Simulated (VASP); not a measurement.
# SrO: the band gap, functional by functional, part 2 of 3

Aim: the gap of SrO on one structure at many levels of theory. The starting structure is a measured crystal structure from the Crystallography Open Database. Cell and atoms stay as given. Meshes and data sets differ where the inputs say so.

VASP 6.6.1.

Results so far: LDA 3.109 eV; PBE 3.272 eV; r2SCAN 3.749 eV; TB-mBJ 4.908 eV.

## (6) Bands with LDA + spin-orbit coupling

Level of this step: LDA, spin-orbit coupling; plane waves and PAW (Sr_sv, O) (VASP).

Spin-orbit coupling is switched on in this step.

Contents of INCAR:

```
SYSTEM = SrO
PREC = Accurate
ENCUT = 460
EDIFF = 1E-06
NELM = 100
ISMEAR = 0
SIGMA = 0.03
LREAL = .FALSE.
ALGO = Normal
GGA = CA
LNONCOLLINEAR = .TRUE.
MAGMOM = 0 0 0 0 0 0
NBANDS = 28
GGA_COMPAT = .FALSE.
LASPH = .TRUE.
LSORBIT = .TRUE.
LORBIT = 11
LWAVE = .FALSE.
LCHARG = .FALSE.
KPAR = 4
```

Contents of POSCAR:

```
SrO
1.0
    0.0000000000      2.5806600000      2.5806600000
    2.5806600000      0.0000000000      2.5806600000
    2.5806600000      2.5806600000      0.0000000000
Sr O
1 1
Direct
    0.0000000000      0.0000000000      0.0000000000
    0.5000000000      0.5000000000      0.5000000000
```

Contents of KPOINTS:

```
Automatic mesh
0
Gamma
8 8 8
0 0 0
```

Contents of KPOINTS_OPT:

```
Line mode
10
Line-mode
Reciprocal
  0.00000000   0.00000000   0.00000000 GAMMA
  0.50000000   0.00000000   0.50000000 X

  0.50000000   0.00000000   0.50000000 X
  0.50000000   0.25000000   0.75000000 W

  0.50000000   0.25000000   0.75000000 W
  0.37500000   0.37500000   0.75000000 K

  0.37500000   0.37500000   0.75000000 K
  0.00000000   0.00000000   0.00000000 GAMMA

  0.00000000   0.00000000   0.00000000 GAMMA
  0.50000000   0.50000000   0.50000000 L

  0.50000000   0.50000000   0.50000000 L
  0.62500000   0.25000000   0.62500000 U

  0.62500000   0.25000000   0.62500000 U
  0.50000000   0.25000000   0.75000000 W

  0.50000000   0.25000000   0.75000000 W
  0.50000000   0.50000000   0.50000000 L

  0.50000000   0.50000000   0.50000000 L
  0.37500000   0.37500000   0.75000000 K

  0.62500000   0.25000000   0.62500000 U
  0.50000000   0.00000000   0.50000000 X
```

The projector-augmented-wave data sets are Sr_sv and O (LDA family, release 64).

Started as:

```console
$ mpirun -np 4 vasp_ncl
```

Output:

```text
[... set-up lines as in an earlier step ...]
 entering main loop
       N       E                     dE             d eps       ncg     rms          rms(c)
DAV:   1     0.795147788447E+02    0.79515E+02   -0.76121E+03  1624   0.101E+03
DAV:   2    -0.105646802667E+02   -0.90079E+02   -0.84139E+02  2060   0.250E+02
DAV:   3    -0.154673777842E+02   -0.49027E+01   -0.48634E+01  2384   0.510E+01
DAV:   4    -0.156416023243E+02   -0.17422E+00   -0.17407E+00  2168   0.676E+00
[...]
DAV:  11    -0.134646074071E+02   -0.62849E-04   -0.11700E-04  1696   0.127E-01    0.369E-02
DAV:  12    -0.134646045162E+02    0.28909E-05   -0.10988E-05  1872   0.356E-02    0.117E-02
DAV:  13    -0.134646052475E+02   -0.73127E-06   -0.18559E-06  1644   0.160E-02
   1 F= -.13464605E+02 E0= -.13464605E+02  d E =-.161357E-20  mag=    -0.0000     0.0000     0.0000
 Start KPOINTS_OPT (optional k-point list driver)
k-point batch [1-29\100]
       N       E                     dE             ncg
DAV:   1    -0.215203051119E+04   -0.15586E+05     1624
DAV:   2    -0.453070132786E+04   -0.23787E+04     1988
DAV:   3    -0.467604017132E+04   -0.14534E+03     2568
DAV:   4    -0.467993065853E+04   -0.38905E+01     2168
DAV:   5    -0.467997207020E+04   -0.41412E-01     2156
DAV:   6    -0.467997323025E+04   -0.11600E-02     2180
DAV:   7    -0.467997324142E+04   -0.11178E-04     1984
DAV:   8    -0.467997324150E+04   -0.73214E-07     1404
[...]
k-point batch [88-100\100]
       N       E                     dE             ncg
DAV:   1     0.714316673651E+04   -0.84698E+04      728
DAV:   2     0.608963193158E+04   -0.10535E+04      940
DAV:   3     0.603664725614E+04   -0.52985E+02     1076
DAV:   4     0.603516624153E+04   -0.14810E+01     1036
DAV:   5     0.603515519435E+04   -0.11047E-01      972
DAV:   6     0.603515504167E+04   -0.15268E-03     1024
DAV:   7     0.603515504086E+04   -0.80334E-06      884
```

Wall time 82 s (4 MPI ranks of AMD EPYC 7R43, shared host); peak memory 0.85 GiB.

From OUTCAR (step 6):

```text
  Total       -1.0894946     -1.0894946     -1.0894946     -0.0000000      0.0000000     -0.0000000
  in kB      -50.7824090    -50.7824090    -50.7824090     -0.0000000      0.0000000     -0.0000000
  external PRESSURE =     -50.7824090 kB  Pullay stress =       0.0000000 kB

  FREE ENERGIE OF THE ION-ELECTRON SYSTEM (eV)
  ---------------------------------------------------
  free  energy   TOTEN  =       -13.4646052475 eV

  energy  without entropy=      -13.4646052475  energy(sigma->0) =      -13.46460525

 magnetization (x)
# of ion       s       p       d       tot
------------------------------------------
    1       -0.000   0.000   0.000  -0.000
    2        0.000   0.000   0.000   0.000
--------------------------------------------------
tot          0.000   0.000   0.000   0.000

 magnetization (y)
# of ion       s       p       d       tot
------------------------------------------
    1        0.000  -0.000   0.000  -0.000
    2        0.000   0.000   0.000   0.000
--------------------------------------------------
tot          0.000   0.000   0.000   0.000

 magnetization (z)
# of ion       s       p       d       tot
------------------------------------------
    1        0.000   0.000   0.000   0.000
    2       -0.000   0.000   0.000  -0.000
--------------------------------------------------
tot         -0.000   0.000   0.000  -0.000

[... 2 parts as in an earlier step ...]

[... 2 further parts left out ...]
[key lines of the parts left out:]
E-fermi :   1.4953
```

LDA + spin-orbit coupling gives a least gap of 3.087 eV, and a least direct gap of 3.160 eV. The least gap is -0.022 eV from that of LDA.

## (7) Bands with r2SCAN + spin-orbit coupling

Changes to INCAR since step 6:

```diff
@@ -9,3 +9,4 @@
 ALGO = Normal
-GGA = CA
+METAGGA = R2SCAN
+LASPH = .TRUE.
 LNONCOLLINEAR = .TRUE.
@@ -14,3 +15,2 @@
 GGA_COMPAT = .FALSE.
-LASPH = .TRUE.
 LSORBIT = .TRUE.
```

POSCAR is that of step 6.

KPOINTS is that of step 6.

KPOINTS_OPT is that of step 6.

Potentials, in the order of the species: Sr_sv and O (PBE family, release 64).

Started as:

```console
$ mpirun -np 4 vasp_ncl
```

Output:

```text
[... set-up lines as in an earlier step ...]
 entering main loop
       N       E                     dE             d eps       ncg     rms          rms(c)
DAV:   1     0.620616196403E+02    0.62062E+02   -0.78055E+03  1624   0.103E+03
DAV:   2    -0.292123541650E+02   -0.91274E+02   -0.85212E+02  2092   0.253E+02
DAV:   3    -0.346160725886E+02   -0.54037E+01   -0.53465E+01  2476   0.522E+01
DAV:   4    -0.348013128981E+02   -0.18524E+00   -0.18492E+00  2208   0.712E+00
[...]
DAV:  13    -0.271395133157E+02   -0.15116E-04   -0.65132E-05  1864   0.685E-02    0.299E-02
DAV:  14    -0.271395053229E+02    0.79928E-05   -0.16698E-05  1768   0.393E-02    0.850E-03
DAV:  15    -0.271395048126E+02    0.51027E-06   -0.21131E-06  1808   0.122E-02
   1 F= -.27139505E+02 E0= -.27139505E+02  d E =-.139419E-37  mag=     0.0000     0.0000    -0.0000
 Start KPOINTS_OPT (optional k-point list driver)
k-point batch [1-29\100]
       N       E                     dE             ncg
DAV:   1    -0.232674708499E+04   -0.15761E+05     1624
DAV:   2    -0.480173233759E+04   -0.24750E+04     2052
DAV:   3    -0.494306164030E+04   -0.14133E+03     2460
DAV:   4    -0.494650843241E+04   -0.34468E+01     2264
DAV:   5    -0.494653751145E+04   -0.29079E-01     2132
DAV:   6    -0.494653796534E+04   -0.45389E-03     2240
DAV:   7    -0.494653796950E+04   -0.41569E-05     1844
DAV:   8    -0.494653796955E+04   -0.58556E-07     1400
[...]
k-point batch [88-100\100]
       N       E                     dE             ncg
DAV:   1     0.706435644850E+04   -0.85487E+04      728
DAV:   2     0.597037686041E+04   -0.10940E+04      964
DAV:   3     0.591739390898E+04   -0.52983E+02     1028
DAV:   4     0.591591925529E+04   -0.14747E+01     1072
DAV:   5     0.591590902158E+04   -0.10234E-01      948
DAV:   6     0.591590886289E+04   -0.15868E-03     1096
DAV:   7     0.591590886113E+04   -0.17682E-05      828
DAV:   8     0.591590886111E+04   -0.18729E-07      620
```

It took 6 min on 4 MPI ranks; peak memory 1.1 GiB; 24 min of CPU time.

From OUTCAR (step 7):

```text
  Total       -0.0081839     -0.0081839     -0.0081839     -0.0000000      0.0000000      0.0000000
  in kB       -0.3814586     -0.3814586     -0.3814586     -0.0000000      0.0000000      0.0000000
  external PRESSURE =      -0.3814586 kB  Pullay stress =       0.0000000 kB

 POSITION                                       TOTAL-FORCE (eV/Angst)
 -----------------------------------------------------------------------------------
      0.00000      0.00000      0.00000         0.000000     -0.000000     -0.000000
      2.58066      2.58066      2.58066         0.000000      0.000000      0.000000
 -----------------------------------------------------------------------------------
    total drift:                                0.000000      0.000000      0.000000

  FREE ENERGIE OF THE ION-ELECTRON SYSTEM (eV)
  ---------------------------------------------------
  free  energy   TOTEN  =       -27.1395048126 eV

  energy  without entropy=      -27.1395048126  energy(sigma->0) =      -27.13950481

 magnetization (x)
# of ion       s       p       d       tot
------------------------------------------
    1       -0.000   0.000   0.000  -0.000
    2        0.000  -0.000   0.000   0.000
--------------------------------------------------
tot          0.000  -0.000   0.000  -0.000

 magnetization (y)
# of ion       s       p       d       tot
------------------------------------------
    1        0.000   0.000   0.000   0.000
    2       -0.000  -0.000   0.000  -0.000
--------------------------------------------------
tot          0.000  -0.000   0.000  -0.000

 magnetization (z)
# of ion       s       p       d       tot
------------------------------------------
    1       -0.000   0.000   0.000  -0.000
    2        0.000   0.000   0.000   0.000
--------------------------------------------------
tot          0.000   0.000   0.000   0.000

[... 2 parts as in an earlier step ...]

[... 1 further part left out ...]
[key lines of the parts left out:]
E-fermi :   1.5723
```

r2SCAN + spin-orbit coupling gives a least gap of 3.729 eV, and a least direct gap of 3.806 eV. The least gap is -0.020 eV from that of r2SCAN.

## (8) Bands with TB-mBJ + spin-orbit coupling

Changes to INCAR since step 7:

```diff
@@ -4,3 +4,3 @@
 EDIFF = 1E-06
-NELM = 100
+NELM = 150
 ISMEAR = 0
@@ -9,3 +9,3 @@
 ALGO = Normal
-METAGGA = R2SCAN
+METAGGA = MBJ
 LASPH = .TRUE.
```

POSCAR is that of step 7.

KPOINTS is that of step 7.

KPOINTS_OPT is that of step 7.

Started as:

```console
$ mpirun -np 4 vasp_ncl
```

Output:

```text
[... set-up lines as in an earlier step ...]
 entering main loop
       N       E                     dE             d eps       ncg     rms          rms(c)
DAV:   1     0.255377671537E+03    0.25538E+03   -0.76293E+03  1624   0.101E+03
DAV:   2     0.165584908409E+03   -0.89793E+02   -0.83988E+02  2104   0.247E+02
DAV:   3     0.160247585092E+03   -0.53373E+01   -0.52770E+01  2468   0.518E+01
DAV:   4     0.160059139202E+03   -0.18845E+00   -0.18815E+00  2192   0.725E+00
[...]
DAV:  87     0.163089146497E+03   -0.13430E-05   -0.58335E-11   820   0.830E-05    0.272E-05
DAV:  88     0.163089151798E+03    0.53003E-05   -0.16486E-11   824   0.337E-05    0.328E-06
DAV:  89     0.163089152240E+03    0.44240E-06   -0.76018E-12   820   0.280E-05
   1 F= 0.16308915E+03 E0= 0.16308915E+03  d E =-.157410E-25  mag=     0.0000    -0.0000    -0.0000
 Start KPOINTS_OPT (optional k-point list driver)
k-point batch [1-29\100]
       N       E                     dE             ncg
DAV:   1    -0.176991182931E+04   -0.15204E+05     1624
DAV:   2    -0.430020198400E+04   -0.25303E+04     2076
DAV:   3    -0.445148384047E+04   -0.15128E+03     2468
DAV:   4    -0.445517822967E+04   -0.36944E+01     2344
DAV:   5    -0.445521386862E+04   -0.35639E-01     2096
DAV:   6    -0.445521435414E+04   -0.48552E-03     2284
DAV:   7    -0.445521436018E+04   -0.60399E-05     1900
DAV:   8    -0.445521436025E+04   -0.71126E-07     1396
[...]
k-point batch [88-100\100]
       N       E                     dE             ncg
DAV:   1     0.731465537768E+04   -0.82984E+04      728
DAV:   2     0.619710779140E+04   -0.11175E+04      944
DAV:   3     0.613940790454E+04   -0.57700E+02     1012
DAV:   4     0.613771161879E+04   -0.16963E+01     1156
DAV:   5     0.613769579734E+04   -0.15821E-01      920
DAV:   6     0.613769557731E+04   -0.22002E-03     1072
DAV:   7     0.613769557447E+04   -0.28448E-05      852
DAV:   8     0.613769557444E+04   -0.30028E-07      660
```

It took 4.4 min on 4 MPI ranks; peak memory 1.1 GiB.

Parts of OUTCAR (step 8):

```text
  Total      -13.2617636    -13.2617636    -13.2617636      0.0000000      0.0000000      0.0000000
  in kB     -618.1437710   -618.1437710   -618.1437710      0.0000000      0.0000000      0.0000000
  external PRESSURE =    -618.1437710 kB  Pullay stress =       0.0000000 kB

 POSITION                                       TOTAL-FORCE (eV/Angst)
 -----------------------------------------------------------------------------------
      0.00000      0.00000      0.00000        -0.000000      0.000000      0.000000
      2.58066      2.58066      2.58066         0.000000     -0.000000     -0.000000
 -----------------------------------------------------------------------------------
    total drift:                                0.000000      0.000000      0.000000

  FREE ENERGIE OF THE ION-ELECTRON SYSTEM (eV)
  ---------------------------------------------------
  free  energy   TOTEN  =       163.0891522400 eV

  energy  without entropy=      163.0891522400  energy(sigma->0) =      163.08915224

 magnetization (x)
# of ion       s       p       d       tot
------------------------------------------
    1        0.000   0.000   0.000   0.000
    2        0.000   0.000   0.000   0.000
--------------------------------------------------
tot          0.000   0.000   0.000   0.000

 magnetization (y)
# of ion       s       p       d       tot
------------------------------------------
    1        0.000   0.000   0.000   0.000
    2        0.000   0.000   0.000   0.000
--------------------------------------------------
tot          0.000   0.000   0.000   0.000

 magnetization (z)
# of ion       s       p       d       tot
------------------------------------------
    1        0.000   0.000   0.000   0.000
    2        0.000   0.000   0.000   0.000
--------------------------------------------------
tot          0.000   0.000   0.000   0.000

[... 2 parts as in an earlier step ...]

[... 1 further part left out ...]
[key lines of the parts left out:]
E-fermi :   2.5411
```

TB-mBJ + spin-orbit coupling gives a least gap of 4.890 eV, and a least direct gap of 4.955 eV. The least gap is -0.018 eV from that of TB-mBJ.

## (9) Bands with HSE06

HSE06 mixes in a quarter of exact exchange at short range, at far higher cost; in semiconductors this cures much of the gap error, while metals seldom gain. This run uses a 5×5×5 mesh. Its starting orbitals come from a semilocal run on the same mesh, not shown.

Contents of INCAR:

```
SYSTEM = SrO
PREC = Accurate
ENCUT = 460
EDIFF = 1E-06
NELM = 100
ISMEAR = 0
SIGMA = 0.03
LREAL = .FALSE.
ALGO = Normal
LHFCALC = .TRUE.
AEXX = 0.25
GGA = PE
HFSCREEN = 0.2
LASPH = .TRUE.
NBANDS = 14
PRECFOCK = Fast
LORBIT = 11
LWAVE = .FALSE.
LCHARG = .FALSE.
KPAR = 4
```

POSCAR is that of step 8.

Contents of KPOINTS:

```
Automatic mesh
0
Gamma
5 5 5
0 0 0
```

KPOINTS_OPT is that of step 8.

Started as:

```console
$ mpirun -np 4 vasp_std
```

Output:

```text
[banner, memory and clock lines left out]
running    4 mpi-ranks, on    1 nodes
[...]
LDA part: xc-table for (Slater+PW92), standard interpolation
 found WAVECAR, reading the header
 POSCAR, INCAR and KPOINTS ok, starting setup
[...]
reading WAVECAR
 the WAVECAR file was read successfully
 initial charge from wavefunction
 entering main loop
       N       E                     dE             d eps       ncg     rms          rms(c)
DAV:   1    -0.142384819827E+02   -0.14238E+02   -0.49356E-01   306   0.912E+00    0.440E+00
DAV:   2    -0.142061143502E+02    0.32368E-01   -0.73260E-02   328   0.275E+00    0.207E+00
DAV:   3    -0.142093984614E+02   -0.32841E-02   -0.14612E-02   316   0.104E+00    0.977E-01
DAV:   4    -0.142083272885E+02    0.10712E-02   -0.15367E-03   304   0.395E-01    0.626E-01
DAV:   5    -0.142082061254E+02    0.12116E-03   -0.86448E-04   310   0.249E-01    0.446E-01
DAV:   6    -0.142081395131E+02    0.66612E-04   -0.42695E-05   322   0.791E-02    0.262E-01
[...]
DAV:   8    -0.142081223350E+02    0.18180E-05   -0.53177E-06   310   0.258E-02    0.827E-02
DAV:   9    -0.142081217984E+02    0.53654E-06   -0.27391E-06   304   0.173E-02
   1 F= -.14208122E+02 E0= -.14208122E+02  d E =-.183666E-15
 Start KPOINTS_OPT (optional k-point list driver)
k-point batch [1-10\100]
       N       E                     dE             ncg
DAV:   1    -0.959564262579E+03   -0.44611E+04      280
DAV:   2    -0.179428721907E+04   -0.83472E+03      376
DAV:   3    -0.184861068982E+04   -0.54323E+02      326
DAV:   4    -0.184975172742E+04   -0.11410E+01      402
DAV:   5    -0.184977478788E+04   -0.23060E-01      372
DAV:   6    -0.184977516964E+04   -0.38175E-03      380
DAV:   7    -0.184977517331E+04   -0.36688E-05      232
DAV:   8    -0.184977517344E+04   -0.13554E-06      170
[...]
k-point batch [91-100\100]
       N       E                     dE             ncg
DAV:   1    -0.104589794943E+04   -0.69498E+04      280
DAV:   2    -0.182125688307E+04   -0.77536E+03      358
DAV:   3    -0.186978357881E+04   -0.48527E+02      374
DAV:   4    -0.187092672696E+04   -0.11431E+01      434
DAV:   5    -0.187094976230E+04   -0.23035E-01      400
DAV:   6    -0.187095006636E+04   -0.30406E-03      402
DAV:   7    -0.187095007314E+04   -0.67799E-05      330
DAV:   8    -0.187095007329E+04   -0.14775E-06      260
```

Elapsed: 11 min, on 4 MPI ranks; peak memory 0.92 GiB.

Parts of OUTCAR (step 9):

```text
 POSITION                                       TOTAL-FORCE (eV/Angst)
 -----------------------------------------------------------------------------------
      0.00000      0.00000      0.00000         0.000000     -0.000000     -0.000000
      2.58066      2.58066      2.58066        -0.000000      0.000000      0.000000
 -----------------------------------------------------------------------------------
    total drift:                               -0.000001     -0.000000     -0.000000

  FREE ENERGIE OF THE ION-ELECTRON SYSTEM (eV)
  ---------------------------------------------------
  free  energy   TOTEN  =       -14.2081217984 eV

  energy  without entropy=      -14.2081217984  energy(sigma->0) =      -14.20812180

[... 1 part as in an earlier step ...]

[... 2 further parts left out ...]
[key lines of the parts left out:]
E-fermi :   0.6926
```

HSE06 gives a least gap of 4.768 eV, and a least direct gap of 4.879 eV. The least gap is +1.659 eV from that of LDA, on another mesh, which alone can move a gap by some hundredths of an eV.

[end of part 2 of 3]

[Lines on the potential files, build, host, timing and source positions are cut from VASP's logs without a mark.]

[Logs are printed without paths, hosts, clocks, repeated set-up lines and the standing remarks that a program may print on its own settings, such as how far it seeks lower states.]

[Hosts, paths, dates, database ids (printed as entryN), source tags and the programs' standing remarks are cut or masked in the printed files.]
